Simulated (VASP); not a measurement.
```
ZnO
1.0
    1.62104    -2.80772     0.00000
    1.62104     2.80772     0.00000
    0.00000     0.00000     5.23490
Zn O
2 2
Direct
  0.66667   0.33333   0.50164
  0.33333   0.66667   0.00164
  0.66667   0.33333   0.88036
  0.33333   0.66667   0.38036
```

All values below come from AM05 GGA, VASP's PBE PAW potentials (set 64) (plane waves; VASP). Run with 520 eV cut-off, 9×9×5 Γ-centred mesh, tetrahedra with Blöchl corrections, potentials Zn O.

The cores are frozen, which limits the accuracy of field gradients.

**Question.** Give the principal components of the electric field gradient (V/Å²) and the asymmetry η at each nucleus.

**Answer.** 
```
atom   Vxx   Vyy   Vzz     η
----  ----  ----  ----  ----
Zn1   -1.9  -1.9   3.9  0.00
Zn2   -1.9  -1.9   3.9  0.00
O3     0.4   0.4  -0.7  0.01
O4     0.4   0.4  -0.7  0.01
```

The compound is ZnO in the wurtzite structure. It was relaxed first.
